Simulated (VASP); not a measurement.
Here is a VASP 6.6.1 calculation.

INCAR

```
SYSTEM = TcSe2
PREC = Accurate ; ENCUT = 520
EDIFF = 1E-6 ; ISMEAR = 0
SIGMA = 0.05 ; LREAL = .FALSE.
LASPH = .TRUE. ; NELM = 80
ALGO = Fast ; ISIF = 2
LWAVE = .FALSE. ; LCHARG = .FALSE.
ISPIN = 2 ; MAGMOM = 0.5 0 0
LORBIT = 11 ; LMAXMIX = 4
LDAU = .TRUE. ; LDAUTYPE = 2
LDAUL = 2 -1 ; LDAUU = 7 0
LDAUJ = 0 0 ; LDAUPRINT = 1
GGA = PS
```

Contents of KPOINTS:

```
regular mesh
0
G
  5 5 5
  0 0 0
```

File POSCAR:

```
TcSe2
1.0
    0.0000000000      3.1457489900      3.1457489900
    3.1457489900      0.0000000000      3.1457489900
    3.1457489900      3.1457489900      0.0000000000
Tc Se
1 2
Direct
    0.0000000000      0.0000000000      0.0000000000
    0.2500000000      0.2500000000      0.2500000000
    0.7500000000      0.7500000000      0.7500000000
```

Potentials or basis: VASP PAW PBE potentials, release 64 (Tc_pv, Se).

Run with:

```sh
$ cat potpaw_PBE.64/Tc_pv/POTCAR potpaw_PBE.64/Se/POTCAR > POTCAR
$ mpirun -np 1 vasp_std > vasp.out
```

Estimate the pressure.

-6.3 GPa.

What does it give for the site moments?

Tc +1.83; Se -0.21 μB.

Predict the band gap on the k mesh.

none (metal or under the smearing width).

What does it give for the net moment?

1.21 μB per cell.

Eigenvalues of the final occupation matrices:
```
    site  spin  trace               eigenvalues
site 1 d     1   3.46  0.57 0.57 0.57 0.88 0.88
site 1 d     2   1.65  0.19 0.19 0.19 0.55 0.55
```

Caveat: the PAW data sets were made with another functional, which shifts forces and pressure a little. The state reached can hang on the start; a lower one may exist.
